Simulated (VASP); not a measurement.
Here is the system:

```yaml
crystal:
  lattice:
    - [1.85557, -3.21394, 0.00000]
    - [1.85557, 3.21394, 0.00000]
    - [0.00000, 0.00000, 5.93010]
  atoms:
    - { symbol: Sn, position: [0.00000, 0.00000, 0.00000] }
    - { symbol: S, position: [0.33333, 0.66667, 0.25013] }
    - { symbol: S, position: [0.66667, 0.33333, 0.74987] }
```

Computed with optB88-vdW, VASP's PBE PAW potentials (set 64) (plane waves; VASP). Run with 520 eV cut-off, Gaussian smearing of 0.050 eV, potentials Sn_d S.

Unless said otherwise, spin-orbit coupling is left out, though it shifts the bands of the heavy elements here.

Problem. Estimate the band gap (along the path) with the smallest direct gap where there is one.

Solution. 
| Quantity | Result |
|---|---|
| band gap (along the path) | 1.22 eV |
| smallest direct gap (along the path) | 1.49 eV |

The absolute energy has meaning only against runs of the same code, potentials and settings.

The compound is SnS2 in the 1T layered structure. It was relaxed first.
